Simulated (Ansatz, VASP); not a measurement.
CdTe3C in VASP and in Ansatz

File INCAR:

```
PREC = Accurate
ENCUT = 520
EDIFF = 1E-7
ISMEAR = 0
SIGMA = 0.05
LREAL = False
LASPH = True
NELM = 100
ALGO = Fast
ISIF = 2
LWAVE = False
LCHARG = False
GGA = PE
NBANDS = 25
```

KPOINTS

```
Automatic mesh
0
Gamma
  4 4 4
```

POSCAR

```
CdTe3C
1.0
    4.9658793758      0.0000000000      0.0000000000
    0.0000000000      4.9658793758      0.0000000000
    0.0000000000      0.0000000000      4.9658793758
Cd C Te
1 1 3
Direct
    0.0000000000      0.0000000000      0.0000000000
    0.5000000000      0.5000000000      0.5000000000
    0.5000000000      0.5000000000      0.0000000000
    0.5000000000      0.0000000000      0.5000000000
    0.0000000000      0.5000000000      0.5000000000
```

Input for Ansatz:

```yaml
crystal:
  lattice:
    - [4.9658793758, 0.0, 0.0]
    - [0.0, 4.9658793758, 0.0]
    - [0.0, 0.0, 4.9658793758]
  atoms:
    - { symbol: Cd, position: [0.0, 0.0, 0.0] }
    - { symbol: C, position: [0.5, 0.5, 0.5] }
    - { symbol: Te, position: [0.5, 0.5, 0.0] }
    - { symbol: Te, position: [0.5, 0.0, 0.5] }
    - { symbol: Te, position: [0.0, 0.5, 0.5] }
basis:
  ecutwfc: 420
kpoints:
  mp_grid: { grid: [4, 4, 4] }
hamiltonian:
  xc: pbe
scf:
  occupations: { method: gaussian, width: 0.05 }
output:
  forces: true
  stress: true
  eigenvalues: true
```

The cell comes from a database or a generator and needn't be the stable form of this composition.

Alike in both runs: task single point; functional PBE; k mesh 4 × 4 × 4; occupations gaussian, width 0.05 eV; no spin polarisation.

|  | VASP | Ansatz |
| --- | --- | --- |
| version | VASP 6.6.1 | Ansatz 0.2.0 |
| potentials or method | VASP PAW PBE potentials, release 64 (Cd, C, Te) | scalar-relativistic, plane waves, PAW |
| plane-wave cutoff (eV) | 520 | 420 |
| valence electrons in the cell | 34 | 72 |

```tsv
	VASP	Ansatz	Ansatz less VASP
gap on the k mesh at the Fermi level (eV)	none	none	-
pressure (GPa)	-2.4	-2.3	+0.05
```

A gap of «none» marks a metal or a gap that the smearing closes. The two sets of potentials don't hold the same shells in valence.

The runs have no spin-orbit coupling, so splittings on Te are missing.
